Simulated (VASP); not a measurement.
Energy against volume of AlN (wurtzite). All values below come from PBEsol GGA, VASP's PBE PAW potentials (set 64) (plane waves; VASP). Run with 520 eV cut-off, 10×10×6 Γ-centred mesh, Gaussian smearing of 0.050 eV, potentials Al N.

Shape and ions are relaxed at each volume.

```json
[
 {"V (Å³/atom)": "10.147", "E (eV/atom)": "-7.82171"},
 {"V (Å³/atom)": "10.461", "E (eV/atom)": "-7.82810"},
 {"V (Å³/atom)": "10.774", "E (eV/atom)": "-7.82262"},
 {"V (Å³/atom)": "11.088", "E (eV/atom)": "-7.80686"}
]
```

Fit these four points and predict the energy of the run at 9.833 Å³/atom.

A cubic in V^(−2/3), the third-order Birch-Murnaghan form, passes through the four points with V0 = 10.46 Å³/atom and B0 = 202 GPa, and gives -7.8015 eV/atom there. The run gave -7.8016 eV/atom, -0.1 meV/atom from the fit; all five points give B0 = 201 GPa.

The compound is AlN in the wurtzite structure. It was relaxed first.
